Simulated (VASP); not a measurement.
Input:

```xyz
12
Lattice="3.4012 0.0000 0.0000 0.0000 4.8100 0.0000 0.0000 0.0000 25.2036" Properties=species:S:1:pos:R:3 pbc="T T T"
Ca     0.0000     0.0000     8.4513
Ca     1.7006     2.4050     9.9850
Ca     0.0000     0.0000    11.7780
Ca     1.7006     2.4050    13.4255
Ca     0.0000     0.0000    15.2186
Ca     1.7006     2.4050    16.7523
O      1.7006     0.0000     9.9571
O      0.0000     2.4050     8.4923
O      1.7006     0.0000    13.3983
O      0.0000     2.4050    11.8052
O      1.7006     0.0000    16.7112
O      0.0000     2.4050    15.2464
```

The numbers are results of r2SCAN meta-GGA, VASP's PBE PAW potentials (set 64) (plane waves; VASP 6.6.1), not measurements. Numerical set-up: PREC = Normal, 450 eV cut-off, 6×4×1 Γ-centred mesh, Gaussian smearing of 0.050 eV, potentials Ca_sv O.

Task: Estimate the energy per atom (σ→0), band gap (on the k-mesh) with the smallest direct gap where there is one.

Result: 
The band gap (on the k-mesh) is 2.65 eV and the smallest direct gap (on the k-mesh) is 2.65 eV. The energy per atom (σ→0) is -9.442 eV/atom.

Only differences to runs with the same potentials and settings are physical.

The cell is a thin slab with vacuum, built from CaO (rock salt): (110) face.
